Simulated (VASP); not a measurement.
Level of theory: PBE GGA, VASP's PBE PAW potentials (set 64) (plane waves; VASP).

VASP ran on this input.

**POSCAR**
```
NiSi2
1
   -0.0000000000     2.5910745428     2.5910745428
    2.5910745428    -0.0000000000     2.5910745428
    2.5910745428     2.5910745428    -0.0000000000
Si Ni
2 1
Direct
  0.2500000000   0.2500000000   0.2500000000
  0.7500000000   0.7500000000   0.7500000000
  1.0000000000   0.0000000000   0.0000000000
```

### INCAR
```
LCHARG=.False.
IBRION=2   # conjugate gradients
NSW=40   # most ionic steps
ISIF=3   # ions, shape and volume
LWAVE=.False.
GGA=PE
ALGO=Normal   # blocked Davidson
EDIFFG=-0.02   # ionic stop
LMAXMIX=4   # l cut-off of mixed one-centre charges
NELM=100   # most electronic steps
PREC=Accurate
EDIFF=1E-6
SYSTEM=NiSi2
PSTRESS=300   # kbar
LASPH=.True.   # aspherical one-centre terms
LREAL=.False.
ENCUT=500   # plane-wave cut-off (eV)
SIGMA=0.1
ISMEAR=1   # Methfessel-Paxton
```

**KPOINTS**
```
Regular mesh
0
G
 10 10 10
0 0 0
```

POTCAR, in this order: Si Ni (PBE.64 set). Program: vasp_std.

The run wrote:

**OSZICAR**
```
       N       E                     dE             d eps       ncg     rms          rms(c)
DAV:   1     0.717245295147E+02    0.71725E+02   -0.79320E+03  1238   0.140E+03
DAV:   2    -0.151658542125E+02   -0.86890E+02   -0.81840E+02  1262   0.257E+02
DAV:   3    -0.190369025115E+02   -0.38710E+01   -0.38081E+01  1591   0.610E+01
DAV:   4    -0.191066137550E+02   -0.69711E-01   -0.69605E-01  1460   0.772E+00
DAV:   5    -0.191084946112E+02   -0.18809E-02   -0.18797E-02  1553   0.129E+00    0.179E+01
DAV:   6    -0.224558056376E+02   -0.33473E+01   -0.50619E+01  1352   0.179E+02    0.225E+01
DAV:   7    -0.169530557817E+02    0.55027E+01   -0.15133E+01  1483   0.115E+02    0.391E+00
DAV:   8    -0.169768935102E+02   -0.23838E-01   -0.17969E+00  1849   0.211E+01    0.297E+00
DAV:   9    -0.169104184938E+02    0.66475E-01   -0.28601E-01  1496   0.127E+01    0.553E-01
DAV:  10    -0.169098046274E+02    0.61387E-03   -0.11990E-02  1643   0.236E+00    0.211E-01
DAV:  11    -0.169099008297E+02   -0.96202E-04   -0.86188E-04  1693   0.397E-01    0.456E-02
DAV:  12    -0.169099260278E+02   -0.25198E-04   -0.55255E-05  1747   0.109E-01    0.203E-02
DAV:  13    -0.169099246311E+02    0.13967E-05   -0.11918E-05  1679   0.807E-02    0.662E-03
DAV:  14    -0.169099249200E+02   -0.28894E-06   -0.98556E-07   996   0.825E-03
   1 F= -.10395435E+02 E0= -.10395368E+02  d E =-.103954E+02
```

**OUTCAR**
```
------------------------ aborting loop because EDIFF is reached ----------------------------------------
  FORCE on cell =-STRESS in cart. coord.  units (eV):
  Direction    XX          YY          ZZ          XY          YZ          ZX
  --------------------------------------------------------------------------------------
  Total        6.4933690      6.4933690      6.4933690     -0.0000000     -0.0000000      0.0000000
  in kB      299.0273758    299.0273758    299.0273758     -0.0000000     -0.0000000      0.0000000
  external PRESSURE =      -0.9726242 kB  Pullay stress =     300.0000000 kB
  volume of cell :       34.79
      direct lattice vectors                 reciprocal lattice vectors
     0.000000000  2.591074543  2.591074543    -0.192970133  0.192970133  0.192970133
     2.591074543  0.000000000  2.591074543     0.192970133 -0.192970133  0.192970133
     2.591074543  2.591074543  0.000000000     0.192970133  0.192970133 -0.192970133
 POSITION                                       TOTAL-FORCE (eV/Angst)
 -----------------------------------------------------------------------------------
      1.29554      1.29554      1.29554         0.000000      0.000000     -0.000000
      3.88661      3.88661      3.88661        -0.000000     -0.000000      0.000000
      0.00000      0.00000      0.00000         0.000000      0.000000     -0.000000
 -----------------------------------------------------------------------------------
    total drift:                               -0.000000     -0.000000      0.000000
  FREE ENERGIE OF THE ION-ELECTRON SYSTEM (eV)
  ---------------------------------------------------
  free  energy   TOTEN  =       -16.9099249200 eV

  energy  without entropy=      -16.9097227941  energy(sigma->0) =      -16.90985754
  enthalpy is  TOTEN    =       -10.3954353930 eV   P V=        6.5144895270

 reached required accuracy - stopping structural energy minimisation
```
(Selected blocks of OUTCAR.)

The compound is NiSi2 in the fluorite structure. It was relaxed first under an external pressure of 30 GPa. The run is not spin-polarised, so no magnetic state was tried.
